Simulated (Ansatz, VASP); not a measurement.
# SiTeS (1T-SiSTe bilayer, AA): VASP beside Ansatz

One calculation is typed for both programs; each brings its own data sets. How far apart do they land? The structure shown is the start of the Ansatz relaxation below; VASP solves that cell, so the two are compared at the walk's first step.

Program: Ansatz 0.2.0. Level of theory: plane waves, with VASP 6.6.1 beside it; single point at PBEsol with D3(BJ). Results are calculated unless marked as measured.

## (1) The structure

The cell holds 6 atoms: 2 Te, 2 Si and 2 S. Its edges and angles: a = 3.361 Å, b = 3.361 Å, c = 46.560 Å, α = 90.0°, β = 90.0°, γ = 120.0°. Vacuum lies along c.

## (2) Ansatz: relaxation, PBEsol with D3(BJ)

Ansatz runs on its default PAW (the set named soft_2) files.

The two programs are compared at the cell with which this relaxation starts, whose forces are those of its first step.

input.yaml reads:

```yaml
crystal:
  lattice:
    - [3.3612985, 0.0, 0.0]
    - [-1.68064925, 2.9109698907, 0.0]
    - [0.0, 0.0, 46.5595576959]
  atoms:
    - { symbol: Te, position: [0.6666666667, 0.3333333333, 0.4166706249] }
    - { symbol: Si, position: [0.0, 0.0, 0.4469619706] }
    - { symbol: S, position: [0.3333333333, 0.6666666667, 0.466172359] }
    - { symbol: Te, position: [0.6666666667, 0.3333333333, 0.533827641] }
    - { symbol: Si, position: [0.0, 0.0, 0.5641189866] }
    - { symbol: S, position: [0.3333333333, 0.6666666667, 0.5833293751] }
  periodic: [true, true, false]
kpoints:
  mp_grid: { grid: [12, 12, 1] }
hamiltonian:
  xc: pbesol
  dispersion: d3bj
scf:
  occupations: { method: fermi_dirac, width: 0.05 }
  convergence: { dr2_threshold: 1.0e-09 }
relax:
  f_tol: 0.004
  max_steps: 90
  cell: {}
output:
  write_potential: true
  write_density: true
  volumetric_format: npy
```

Command:

```sh
$ ansatz run input.yaml --threads 4 --pin off --max-ram 12288MiB --backend cpu --events-out ev --progress --plain --runs-dir out
```

Numbers of over 12 decimals in the logs are rounded to 6 here.

What it wrote:

```text
Warning: relax.cell: scf.convergence.dr2_threshold = 1e-9 eV is looser than the 1.90233483025e-10 eV advised for a relaxation that steers and ends on the stress (1e-10 eV for each atom of the cell: 6, times the square of relax.cell.stress_2d_tol = 0.05 N/m over 17.8 Å (the atoms' height at the walk's start and 5 Å past either face), 2.815e-2 GPa, over a crystal's default 0.05). What an SCF threshold leaves in a stress goes as its square root, and in the free energy as the threshold itself, and one threshold admits the most on a small cell: [figures from the program's tests cut] Set scf.convergence.dr2_threshold to 1.90233483025e-10 eV or tighter. [rest of the remark cut]
Engine: ansatz 0.2.0, aarch64-unknown-linux-gnu
Pseudopotentials: kind: paw
Pseudopotential: Te, paw, valence charge 16, recommended cutoff 420 eV (normal), Te.paw.azcp
Pseudopotential: Si, paw, valence charge 4, recommended cutoff 420 eV (normal), Si.paw.azcp
Pseudopotential: S, paw, valence charge 6, recommended cutoff 420 eV (normal), S.paw.azcp
Functional definition: PBEsol
  exchange = pbesol_x
  correlation = pbesol_c
Crystal: 6 atoms, lattice volume = 455.568 Å³
Basis set: ecut = 420 eV, 9011 PW (Γ), exchange–correlation on 48×48×640 points (8 copies of the dense FFT grid, shifted against one another)
Bands: 32, of which v1, the nominal top of the filled ones, is band 26 counted from 1 (25 counted from 0)
Symmetry: 6 space group operations
Space group: P3m1 (ITA 156), of the structure as read, at distance tolerance 7.7e-5 Å
k-points: 19 of 144 (time reversal used)
Non-local potential: Te, projectors of the file, l = 0: 2, l = 1: 2, l = 2: 2, l = 3: 2
Non-local potential: Si, projectors of the file, l = 0: 2, l = 1: 2, l = 2: 2
Non-local potential: S, projectors of the file, l = 0: 2, l = 1: 2, l = 2: 2
PAW form: soft (Blöchl's): semilocal exchange-correlation on the pseudo side does not see the compensation charge
PAW frozen core: Te, regenerated for the run's functional, and the local potential with it (the file was generated under x = pbe(κ = 0.804, μ = 0.219515), c = pbe(β = 0.066725))
PAW frozen core: Si, regenerated for the run's functional, and the local potential with it (the file was generated under x = pbe(κ = 0.804, μ = 0.219515), c = pbe(β = 0.066725))
PAW frozen core: S, regenerated for the run's functional, and the local potential with it (the file was generated under x = pbe(κ = 0.804, μ = 0.219515), c = pbe(β = 0.066725))
PAW one-centre angular grid: Te, 590 points (default); XC on 64 Gauss nodes
PAW one-centre angular grid: Si, 110 points (default); XC on 64 Gauss nodes
PAW one-centre angular grid: S, 110 points (default); XC on 64 Gauss nodes
Initial density: superposition of atomic densities (neutral atoms: chi_scale 0, normalization atom), corrected by the library's trained network
Initial wavefunctions: pseudopotential atomic-orbital guess
Functional: x = pbesol(κ = 0.804, μ = 0.123457), c = pbesol(β = 0.046)
SCF iter   1: F=—  HF=-16814.483875 eV  |F-HF|=—  |Δ(HF+E_count)|=         —  Δρ=3.03e-3  dr2=2.03e0  ethr=1.77e-3  ⟨swp⟩=18.6  Hψ=5459  notcnv=0
preconditioner: auto → LDOS  [metal: Δε(μ)=0.012 eV  Ē_g=10.252 eV  σ=0.050 eV  W_gap=0.06  n_scr=28 (ndim 8)  ℏωp=9.8 eV  f_vac=0.745  D(μ)=2.43/eV (n_scr^D=14)  β→1.0]
SCF iter   2: F=—  HF=-16814.429529 eV  |F-HF|=—  |Δ(HF+E_count)|=   5.43e-2  Δρ=1.31e-3  dr2=6.28e-2  ethr=1.77e-3  ⟨swp⟩=3.5  Hψ=931  notcnv=0  defer=20
SCF iter   3: F=—  HF=-16814.429856 eV  |F-HF|=—  |Δ(HF+E_count)|=   3.28e-4  Δρ=7.65e-4  dr2=1.07e-2  ethr=1.21e-4  ⟨swp⟩=4.2  Hψ=1377  notcnv=0  defer=21
SCF iter   4: F=—  HF=-16814.428045 eV  |F-HF|=—  |Δ(HF+E_count)|=   1.81e-3  Δρ=2.72e-4  dr2=9.32e-4  ethr=2.05e-5  ⟨swp⟩=3.3  Hψ=1258  notcnv=0  defer=21
SCF iter   5: F=—  HF=-16814.427858 eV  |F-HF|=—  |Δ(HF+E_count)|=   1.87e-4  Δρ=3.57e-5  dr2=2.02e-5  ethr=1.79e-6  ⟨swp⟩=3.3  Hψ=1229  notcnv=0  defer=21
SCF iter   6: F=—  HF=-16814.427843 eV  |F-HF|=—  |Δ(HF+E_count)|=   1.52e-5  Δρ=1.64e-5  dr2=2.29e-6  ethr=3.88e-8  ⟨swp⟩=3.4  Hψ=1414  notcnv=0  defer=21
SCF iter   7: F=—  HF=-16814.427814 eV  |F-HF|=—  |Δ(HF+E_count)|=   2.89e-5  Δρ=3.40e-6  dr2=1.07e-7  ethr=4.41e-9  ⟨swp⟩=2.7  Hψ=1182  notcnv=0  defer=21
SCF iter   8: F=—  HF=-16814.427814 eV  |F-HF|=—  |Δ(HF+E_count)|=   1.66e-7  Δρ=1.08e-6  dr2=4.42e-9  ethr=2.05e-10  ⟨swp⟩=4.1  Hψ=1470  notcnv=0  defer=21
[...]
SCF iter   5: F=—  HF=-16818.579734 eV  |F-HF|=—  |Δ(HF+E_count)|=   5.87e-9  Δρ=4.39e-7  dr2=4.49e-9  ethr=2.17e-10  ⟨swp⟩=3.4  Hψ=1288  notcnv=0
SCF iter   6: F=-16818.579734 eV  HF=-16818.579734 eV  |F-HF|=1.43e-9  |Δ(HF+E_count)|=   4.81e-9  Δρ=7.88e-8  dr2=5.89e-11  ethr=1.92e-12  ⟨swp⟩=12.6  Hψ=5050  notcnv=0
SCF 9 converged in 6 iterations: F = -16818.579734 eV  dr2 = 5.89e-11
relax step   9: F+E_penalty+E_count = -16818.57973430 eV  Δ(F+E_penalty+E_count) = -4.645e-5 eV  max|allowed force component| = 1.958e-3 eV/Å  Δτ_max = 0.0028 Å  P = -0.008 N/m  Ω = 478.713 Å³  energy of the carried Pulay correction = -1.222e-3 eV  fix = [c, alpha, beta]  reactions: c -0.000 N/m  (6 SCF iters, accepted)
Initial wavefunctions: pseudopotential atomic-orbital guess (no wavefunctions were taken with the density)
iter 1 solved again at ethr=3.87e-7 eV; its pass at ethr=3.10e-3 eV (dr2=2.01e-4 eV) is discarded
SCF iter   1: F=—  HF=-16818.578064 eV  |F-HF|=—  |Δ(HF+E_count)|=         —  Δρ=1.25e-4  dr2=1.92e-6  ethr=3.87e-7  ⟨swp⟩=5.5  Hψ=7586  notcnv=0
preconditioner: auto → LDOS  [metal: Δε(μ)=0.080 eV  Ē_g=9.152 eV  σ=0.050 eV  W_gap=0.36  n_scr=26 (ndim 8)  ℏωp=9.6 eV  f_vac=0.718  D(μ)=1.78/eV (n_scr^D=12)  β→1.0]
SCF iter   2: F=—  HF=-16818.580869 eV  |F-HF|=—  |Δ(HF+E_count)|=   2.81e-3  Δρ=6.42e-6  dr2=2.99e-7  ethr=3.69e-9  ⟨swp⟩=4.4  Hψ=1658  notcnv=0
SCF iter   3: F=—  HF=-16818.580863 eV  |F-HF|=—  |Δ(HF+E_count)|=   6.19e-6  Δρ=2.65e-6  dr2=4.54e-8  ethr=5.75e-10  ⟨swp⟩=2.9  Hψ=1256  notcnv=0
SCF iter   4: F=—  HF=-16818.580869 eV  |F-HF|=—  |Δ(HF+E_count)|=   5.59e-6  Δρ=5.14e-7  dr2=2.29e-9  ethr=8.74e-11  ⟨swp⟩=2.7  Hψ=1257  notcnv=0
SCF iter   5: F=—  HF=-16818.580869 eV  |F-HF|=—  |Δ(HF+E_count)|=   4.12e-7  Δρ=2.49e-7  dr2=1.11e-9  ethr=1.92e-12  ⟨swp⟩=18.8  Hψ=5826  notcnv=0
SCF iter   6: F=-16818.580869 eV  HF=-16818.580869 eV  |F-HF|=7.91e-9  |Δ(HF+E_count)|=   2.93e-8  Δρ=6.03e-8  dr2=6.24e-11  ethr=1.92e-12  ⟨swp⟩=9.9  Hψ=3869  notcnv=0
SCF 10 converged in 6 iterations: F = -16818.580869 eV  dr2 = 6.24e-11
relax step  10: F+E_penalty+E_count = -16818.58086924 eV  Δ(F+E_penalty+E_count) = -1.135e-3 eV  max|allowed force component| = 1.941e-3 eV/Å  Δτ_max = 0.0000 Å  P = -0.007 N/m  Ω = 478.713 Å³  fix = [c, alpha, beta]  reactions: c -0.000 N/m  stress off target by 7.36e-3 N/m on what of the cell is left free  SCF on the basis re-selected at this cell (its energy is not comparable with the rows above)  (6 SCF iters)
basis re-selected at this cell: Δ(F+E_penalty+E_count) = -1.135e-3 eV, ΔP = +0.001 N/m vs the last step (what re-selecting the basis moved, of the pressure what is left beyond the Pulay correction that the steps carried, after the strain that the cell walked since its last selection, with what the two solves' SCF thresholds leave and, on support functions, any second-order correction that the steps lacked; it is no m [...]
WARN: The output density's exchange-correlation potential varies sharply where the density is thin. Do not read a vacuum level from v_tot or v_xc, or from such a field of the output density. On a cell that repeats whose density bears no net charge and no dipole along the vacuum's axis use v_es (v_loc + v_h of the components); under efield.dipole_correction with no amplitude use v_es + v_field, which holds any externa [...]
SCF converged after 6 iterations
Free energy (F): -16818.580869 eV
Harris-Foulkes:  -16818.580869 eV  (|F-HF|=7.91e-9)
Internal energy: -16818.564884 eV  (E = F + TS)
E sigma→0 (E₀):  -16818.572876 eV
Entropy (-TS):   -0.015986 eV (-2.664 meV/atom)
Fermi energy:    -4.599731 eV
--- Per-component energies (eV) ---
  E_band       = -1184.739726
  E_kinetic    = 663.393882
  E_local      = -188911.635678  (includes V_loc(G=0)·N_el)
  E_nonlocal   = -508.976917
  E_hartree    = 94414.427852
  E_xc         = -551.980791
  E_vxc        = -481.573226  (∫ρ·V_xc dr)
  E_paw        = -11334.886105  (= ΣΔE_a)
  E_vpaw       = -774.804504  (= ΣTr[D̂ρ^β])
  E_aug_tail   = -0.000322  (compensation charges beyond the density's cutoff)
  E_ewald      = 89411.907241
  E_disp       = -1.750696  (pairwise vdW)
  E_core_change = 0.936650  (= ΣΔE_core)
  E_smearing   = -0.015986  (= −TS)
  E_closure    = -0.000000  (closes the sum)
  Σ components = -16818.580869   (vs F -16818.580869, Δ=0.00e0)
--- Forces (eV/Å), atoms counted from 1 ---
  atom   1  Te    -0.00000000    -0.00000000    -0.00194051
  atom   2  Si    -0.00000000    -0.00000000     0.00047128
  atom   3  S      0.00000000    -0.00000000    -0.00183345
  atom   4  Te     0.00000000    -0.00000000     0.00101832
  atom   5  Si    -0.00000000     0.00000000     0.00081212
  atom   6  S     -0.00000000    -0.00000000     0.00147367
  max |Σ_I F_I| component: 1.43e-6 eV/Å
--- 2D stress c σ (N/m, compression-positive) ---
       -0.007361       0.000000      -0.000000
        0.000000      -0.007361       0.000000
       -0.000000       0.000000      -0.000000
  P = ½ c Tr σ = -0.0074 N/m
--- Band table (eV; the first three rows and the last of 19) ---
  k-point 0: bands = [... 22 lower, -4.0282, -4.0282, -3.9313, -3.9313, -3.6161, -3.1983, -1.3731, -1.1676, ... 2 higher]
  k-point 1: bands = [... 22 lower, -4.8499, -4.7374, -4.1124, -4.0187, -3.0849, -2.8101, -1.4472, -1.2923, ... 2 higher]
  k-point 2: bands = [... 22 lower, -6.2957, -6.0726, -4.4183, -4.2948, -3.1153, -2.8519, -1.5445, -1.0718, ... 2 higher]
  k-point 18: bands = [... 22 lower, -7.7504, -7.0020, -6.9796, -6.2790, -4.6148, -3.8827, -1.3634, -0.6466, ... 2 higher]
  the weakly bound empty levels are not read free of the cell's end (no_gap_told)
--- Relaxed structure (9 steps of the walk, 9 accepted, 1 SCFs on fresh bases) ---
  F+E_penalty+E_count = -16818.58086924 eV   max|allowed force component| = 1.941e-3 eV/Å   (the final SCF, on the basis selected at the relaxed cell)
  cell:  # Å, volume = 478.7128 Å³
    - [3.445623, 0, 0]
    - [-1.722812, 2.983997, 0]
    - [0, 0, 46.5595576959]
  atoms:
    - { symbol: Te, position: [0.666667, 0.333333, 0.402761] }
    - { symbol: Si, position: [0, 0, 0.440601] }
    - { symbol: S, position: [0.333333, 0.666667, 0.467321] }
    - { symbol: Te, position: [0.666667, 0.333333, 0.532477] }
    - { symbol: Si, position: [0, 0, 0.570577] }
    - { symbol: S, position: [0.333333, 0.666667, 0.597344] }
```

(Part 1 of 2 ends here.)

[Lines on the potential files, build, host, timing and source positions are cut from VASP's logs without a mark.]

[Logs are printed without paths, hosts, clocks, repeated set-up lines and the standing remarks that a program may print on its own settings, such as how far it seeks lower states.]

[Hosts, paths, dates, database ids (printed as entryN), source tags and the programs' standing remarks are cut or masked in the printed files.]
